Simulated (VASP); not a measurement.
VASP input:

### INCAR
```
! general
SYSTEM   =CoO
PREC     =Accurate
ENCUT    =520
LREAL    =.False.
LASPH    =.True.

! electronic loop
EDIFF    =1E-7
NELM     =100
ALGO     =Normal
LMAXMIX  =4

! smearing
ISMEAR   =-5

! functional
GGA      =PE

! spin
ISPIN    =2
MAGMOM   =2.7 -2.7 2*0.0

! DFT+U
LDAU     =.True.
LDAUTYPE =2
LDAUL    =2 -1
LDAUU    =3.32 0
LDAUJ    =0 0
LDAUPRINT=1

! ions
ISIF     =2

! output
LWAVE    =.False.
LCHARG   =.True.
LORBIT   =11
NEDOS    =601

! other
LEFG     =.True.
```

**KPOINTS**
```
Automatic mesh
0
gamma
10 10 10
```

POSCAR:
```
CoO
1
    4.2717558652     2.1284844448     2.1284844448
    2.1284844448     4.2717558652     2.1284844448
    2.1284844448     2.1284844448     4.2717558652
Co O
2 2
Direct
  0.0000000000   0.0000000000   0.0000000000
  0.5000000000   0.5000000000   0.5000000000
  0.2500000000   0.2500000000   0.2500000000
  0.7500000000   0.7500000000   0.7500000000
```

POTCAR, in this order: Co O (PBE.64 set). Program: vasp_std.

Q: Translate this PBE+U calculation to Ansatz.

A: One equivalent input (not run):
Ansatz 0.2 input:
```yaml
crystal:
  lattice:
    - [4.2717559, 2.1284844, 2.1284844]
    - [2.1284844, 4.2717559, 2.1284844]
    - [2.1284844, 2.1284844, 4.2717559]
  atoms:
    - { symbol: Co, position: [0.0000000, 0.0000000, 0.0000000], spin: 2.7 }
    - { symbol: Co, position: [0.5000000, 0.5000000, 0.5000000], spin: -2.7 }
    - { symbol: O, position: [0.2500000, 0.2500000, 0.2500000] }
    - { symbol: O, position: [0.7500000, 0.7500000, 0.7500000] }
kpoints:
  mp_grid: { grid: [10, 10, 10] }
hamiltonian:
  xc: pbe
  pseudopotentials: { kind: paw }
  hubbard:
    sites:
      - { species: Co, l: d, u_eff: 3.32 }
magnetization: { spin_polarized: true }
scf:
  occupations: { method: tetrahedron }
  max_iter: 100
output: { forces: true, stress: true, eigenvalues: true }
```
What does not carry over: each code has its own PAW files, so the cut-off isn't converted (ENCUT is set for VASP's; basis.ecutwfc is left out, and Ansatz then takes the one that its files recommend); Ansatz stops its SCF on the density residual and VASP on the energy change (EDIFF); the +U projectors differ, so the same U acts differently; the field gradients of LEFG aren't asked of the other code.

The compound is CoO in the rock salt, AFM-II order structure. It was relaxed first.
